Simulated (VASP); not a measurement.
Data:

```
CELL_PARAMETERS angstrom
      0.00000     2.69500     2.69500
      2.69500     0.00000     2.69500
      2.69500     2.69500     0.00000
ATOMIC_POSITIONS crystal
  Cd 0.00000 0.00000 0.00000
  F  0.25000 0.25000 0.25000
  F  0.75000 0.75000 0.75000
```

The numbers are results of SCAN meta-GGA, VASP's PBE PAW potentials (set 64) (plane waves; VASP 6.6.1), not measurements. Run with 520 eV cut-off, 7×7×7 Γ-centred mesh, Gaussian smearing of 0.050 eV, potentials Cd F.

Q: What does the run give for the energy per atom (σ→0)?

A: 
| Property | Value |
|---|---|
| energy per atom (σ→0) | -14.903 eV/atom |

Only differences to runs with the same potentials and settings are physical.

The compound is CdF2 in the fluorite structure. The cell was not relaxed at this level. The start is the result of an earlier pass.
